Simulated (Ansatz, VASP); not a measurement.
One calculation of Ca3AsP, two programs

```
As Ca P
1.0
     5.33390    0.00000    0.00000
     0.00000    5.33390    0.00000
     0.00000    0.00000    5.33390
As Ca P
1 3 1
Direct
  0.00000 0.00000 0.00000
  0.50000 0.50000 0.00000
  0.50000 0.00000 0.50000
  0.00000 0.50000 0.50000
  0.50000 0.50000 0.50000
```

The cell comes from a database or a generator and needn't be the stable form of this composition.

Alike in both runs: task relaxation of cell and atoms; functional LDA; k mesh 5 × 5 × 5; occupations fermi-dirac, width 0.05 eV; no spin polarisation.

|  | VASP | Ansatz |
| --- | --- | --- |
| version | VASP 6.6.1 | Ansatz 0.2.0 |
| potentials or method | VASP PAW LDA potentials, release 64 (As, Ca_sv, P) | Ansatz PAW |
| plane-wave cutoff (eV) | 600 | 420 |
| valence electrons in the cell | 40 | 50 |

|  | VASP | Ansatz | Ansatz less VASP |
| --- | --- | --- | --- |
| gap on the k mesh at the Fermi level, each at its own relaxed structure (eV) | 0.20 | 0.20 | +0.002 |
| relaxed volume (Å³/atom) | 28.30 | 28.17 | -0.125 |
| relaxed cell length with the largest relative difference (Å) | 5.211 | 5.203 | -0.0077 |
| energy change over the relaxation (meV/atom) | -18 | -21 | -2.2 |

The two sets of potentials don't hold the same shells in valence.

Caveats: odd divisions of the mesh miss points on the zone boundary, where band edges often lie, so the gap on the mesh can be too wide (Ansatz); the plane-wave basis is chosen anew once the cell has moved, so the energies of steps on either side of that aren't comparable (Ansatz); the PAW data sets come from PBE, with cores solved anew for the run's functional, which leaves a small shift of forces and pressure (Ansatz).
